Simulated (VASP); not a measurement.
Runs of VASP 6.6.1 on Ce. Symmetry: Fm-3m, No. 225, cubic system. The conventional cell has a = 4.530 Å, b = 4.530 Å, c = 4.530 Å, α = 90.00°, β = 90.00°, γ = 90.00°. Ce (site symmetry m-3m) is surrounded by 12 Ce at 3.20 Å. 

| cell | smearing | gap on the mesh (eV) | pressure (GPa) |
| --- | --- | --- | --- |
| ecut | fermi-dirac 0.1 eV | none | -0.6 |
| as given | gaussian 1 eV | none | 5.7 |
| as given | methfessel-paxton 0.01 eV | none | -0.8 |
| as given | methfessel-paxton 0.6 eV | none | (a) |

Alike in all rows: task single point; level LDA; potentials or basis VASP PAW LDA potentials, release 64 (Ce); no spin polarisation; k mesh 12 × 12 × 12; cutoff (eV) 520.

Q: Fill in the values left out.

A: (a) -2.0.

A k mesh can miss the band edges, and the runs leave out spin-orbit coupling on Ce.

A gap of «none» marks a metal or a gap under the smearing width.
